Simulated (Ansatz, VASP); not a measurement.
Na2C: VASP beside Ansatz

File INCAR:

```
SYSTEM = Na2C
  PREC = Accurate
  ENCUT = 600
  EDIFF = 1E-6
  ISMEAR = 0
  SIGMA = 0.1
  LREAL = .FALSE.
  LASPH = .TRUE.
  NELM = 100
  ALGO = Normal
  ISIF = 3
  LWAVE = .FALSE.
  LCHARG = .FALSE.
  GGA = PE
  IVDW = 12
  IBRION = 2
  NSW = 100
  EDIFFG = -0.01
```

File KPOINTS:

```
Automatic mesh
0
G
  10 10 18
  0 0 0
```

Contents of POSCAR:

```
Na2C
1.0
    4.4096575004      0.0000000000      0.0000000000
    0.0000000000      4.4096575004      0.0000000000
    0.0000000000      0.0000000000      2.6927200279
Na C
2 1
Direct
    0.5000000000      0.0000000000      0.5001346537
    0.0000000000      0.5000000000      0.4998653463
    0.0000000000      0.0000000000      0.0000000000
```

Input for Ansatz:

```yaml
crystal:
  lattice:
    - [4.4096575004, 0.0, 0.0]
    - [0.0, 4.4096575004, 0.0]
    - [0.0, 0.0, 2.6927200279]
  atoms:
    - { symbol: Na, position: [0.5, 0.0, 0.5001346537] }
    - { symbol: Na, position: [0.0, 0.5, 0.4998653463] }
    - { symbol: C, position: [0.0, 0.0, 0.0] }
basis:
  ecutwfc: 420
kpoints:
  mp_grid: { grid: [10, 10, 18] }
hamiltonian:
  xc: pbe
  dispersion: d3bj
scf:
  occupations: { method: gaussian, width: 0.1 }
output:
  forces: true
  stress: true
  eigenvalues: true
  write_density: true
  write_potential: true
  elf: true
  volumetric_format: npy
relax:
  adjacent_minimum: "off"
  f_tol: 0.01
  max_steps: 80
  cell: { stress_tol: 0.05 }
```

Alike in both runs: task relaxation of cell and atoms; functional PBE; dispersion D3(BJ); k mesh 10 × 10 × 18; occupations gaussian, width 0.1 eV; no spin polarisation.

```csv
,VASP,Ansatz
version,VASP 6.6.1,Ansatz 0.2.0
potentials or method,"VASP PAW PBE potentials, release 64 (Na_pv, C)","scalar-relativistic, plane waves, PAW"
plane-wave cutoff (eV),600,420
valence electrons in the cell,18,22
```

```tsv
	VASP	Ansatz	Ansatz less VASP
gap on the k mesh at the Fermi level, each at its own relaxed structure (eV)	none	none	-
relaxed volume (Å³/atom)	17.67	17.62	-0.047
relaxed cell length with the largest relative difference (Å)	2.754	2.749	-0.0050
energy change over the relaxation (meV/atom)	-1	-1	+0.1
```

A gap of «none» marks a metal or a gap that the smearing closes. The two sets of potentials don't hold the same shells in valence.

Caveats: pairwise dispersion overbinds metals, which lowers pressure and volume.
